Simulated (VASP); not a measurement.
Method: PBE GGA, VASP's PBE PAW potentials (set 64) (plane waves; VASP 6.6.1).

A VASP calculation is set up with these files.

**KPOINTS**
```
K-points
0
G
  9 9 9
0 0 0
```

INCAR:
```
# general
SYSTEM  = BAu
PREC    = Accurate
ENCUT   = 400   # plane-wave cut-off (eV)
LREAL   = .FALSE.
LASPH   = .TRUE.

# electronic loop
EDIFF   = 1E-6
NELM    = 100   # most electronic steps
ALGO    = Normal   # blocked Davidson
LMAXMIX = 6   # l cut-off of mixed one-centre charges

# smearing
ISMEAR  = -1   # Fermi-Dirac
SIGMA   = 0.1   # width (eV)

# functional
GGA     = PE   # PBE

# ions
ISIF    = 2

# output
LWAVE   = .FALSE.
LCHARG  = .FALSE.
```

**POSCAR**
```
BAu
1.0
  2.9183260000   0.0000000000   0.0000000000
  0.0000000000   2.9183260000   0.0000000000
  0.0000000000   0.0000000000   2.9183260000
Au B
1 1
direct
  0.0000000000   0.0000000000   0.0000000000
  0.5000000000   0.5000000000   0.5000000000
```

POTCAR, in this order: Au B (PBE.64 set). Program: vasp_std.

The run wrote:

File OSZICAR:
```
       N       E                     dE             d eps       ncg     rms          rms(c)
DAV:   1     0.395425870969E+02    0.39543E+02   -0.61736E+03   882   0.943E+02
DAV:   2    -0.764487989351E+01   -0.47187E+02   -0.43857E+02   852   0.185E+02
DAV:   3    -0.855471091764E+01   -0.90983E+00   -0.89485E+00   884   0.243E+01
DAV:   4    -0.855943884400E+01   -0.47279E-02   -0.47269E-02   865   0.180E+00
DAV:   5    -0.855946342208E+01   -0.24578E-04   -0.24577E-04   913   0.144E-01    0.133E+01
DAV:   6    -0.738036519038E+01    0.11791E+01   -0.80347E+00   785   0.271E+01    0.105E+01
DAV:   7    -0.730950986805E+01    0.70855E-01   -0.34496E-01   818   0.631E+00    0.553E+00
DAV:   8    -0.729672346616E+01    0.12786E-01   -0.21619E-02   826   0.124E+00    0.614E-01
DAV:   9    -0.729533033177E+01    0.13931E-02   -0.36626E-03   833   0.617E-01    0.147E-01
DAV:  10    -0.729528064637E+01    0.49685E-04   -0.36955E-04   878   0.149E-01    0.450E-02
DAV:  11    -0.729528079325E+01   -0.14689E-06   -0.80080E-06   890   0.277E-02
   1 F= -.72952808E+01 E0= -.72814417E+01  d E =-.276782E-01
```

OUTCAR:
```
------------------------ aborting loop because EDIFF is reached ----------------------------------------
  FORCE on cell =-STRESS in cart. coord.  units (eV):
  Direction    XX          YY          ZZ          XY          YZ          ZX
  --------------------------------------------------------------------------------------
  Total        0.1751990      0.1751990      0.1751990     -0.0000000     -0.0000000      0.0000000
  in kB       11.2938167     11.2938167     11.2938167     -0.0000000     -0.0000000      0.0000000
  external PRESSURE =      11.2938167 kB  Pullay stress =       0.0000000 kB
  volume of cell :       24.85
      direct lattice vectors                 reciprocal lattice vectors
     2.918326000  0.000000000  0.000000000     0.342662197  0.000000000  0.000000000
     0.000000000  2.918326000  0.000000000     0.000000000  0.342662197  0.000000000
     0.000000000  0.000000000  2.918326000     0.000000000  0.000000000  0.342662197
 POSITION                                       TOTAL-FORCE (eV/Angst)
 -----------------------------------------------------------------------------------
      0.00000      0.00000      0.00000         0.000000      0.000000      0.000000
      1.45916      1.45916      1.45916         0.000000      0.000000      0.000000
 -----------------------------------------------------------------------------------
    total drift:                               -0.000000      0.000000      0.000000
  FREE ENERGIE OF THE ION-ELECTRON SYSTEM (eV)
  ---------------------------------------------------
  free  energy   TOTEN  =        -7.2952807933 eV

  energy  without entropy=       -7.2676025692  energy(sigma->0) =       -7.28144168
```
(Selected blocks of OUTCAR.)

At this cut-off the stress carries a Pulay error, which pulls relaxed volumes low.

The structure was generated: BAu was put into an ordered model structure, which need not be its known phase. The cell was not relaxed at this level.
